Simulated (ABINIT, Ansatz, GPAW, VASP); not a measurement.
TlBi2 (P6/mmm, 3 atoms in the cell) computed with different codes at matched settings

Self-consistent single point.

```yaml
crystal:
  lattice:
    - [5.70866, 0.00000, 0.00000]
    - [-2.85433, 4.94384, 0.00000]
    - [0.00000, 0.00000, 3.39376]
  atoms:
    - { symbol: Tl, position: [0.00000, 0.00000, 0.00000] }
    - { symbol: Bi, position: [0.66667, 0.33333, 0.50000] }
    - { symbol: Bi, position: [0.33333, 0.66667, 0.50000] }
```

Shared settings, as Ansatz (a quantum-chemistry and plane-wave program) writes them: kpoints.mp_grid.grid = 6 6 8; scf.occupations.method = gaussian; scf.occupations.width = 0.01 Ry. Potentials and cutoffs stand in the table.

| code | model | pressure (GPa) | cutoff |
|---|---|---|---|
| VASP | PBEsol, VASP's PBE PAW potentials (set 64) | -2.42 | 300 eV |
| GPAW | PBEsol, GPAW PAW datasets PBEsol (made by gpaw-setup) | -2.05 | 600 eV |
| Ansatz | PBEsol, PAW files made with PBE | -1.89 | 30.9 Ry |
| ABINIT | PBEsol, PAW (JTH v2.0 PBE PAW, files made for PBE) | -2.28 | 40 Ry |

On Ansatz's run: spin-orbit coupling is off.

The spread over the programs that give each value: pressure within 0.53 GPa.

Ansatz's pressure is given at a fixed set of plane waves, as the other plane-wave codes print theirs.

VASP's run is marked for a possible Pulay error in its stress at this cutoff; no cutoff test was made.

The starting cell comes from a database of computed structures (which also holds hypothetical and non-ambient phases and stackings), without a prior relaxation at this level.

Left out of this page: CP2K, Elk, FLEUR and SIESTA (not drawn, or without a comparable value).

Keys are those of Ansatz 0.2.
